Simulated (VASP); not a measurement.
Here is the system:

```
BP
1.0
    0.00000     2.29377     2.29377
    2.29377     0.00000     2.29377
    2.29377     2.29377     0.00000
B P
1 1
Cartesian
  0.00000   0.00000   0.00000
  1.14689   1.14689   1.14689
```

These are optB86b-vdW, VASP's PBE PAW potentials (set 64) (plane waves; VASP) values and carry that method's errors. Run with 520 eV cut-off, 10×10×10 Γ-centred mesh, Gaussian smearing of 0.050 eV, potentials B P.

Task: Give the stress tensor in GPa (positive for a compressed cell).

Result: 
```
-4.58   0.00   0.00
 0.00  -4.58   0.00
 0.00   0.00  -4.58
```
The pressure is its mean diagonal, -4.58 GPa.

The compound is BP in the zinc blende structure. This cell is one point of a volume scan, at 1.03 of the reference volume.
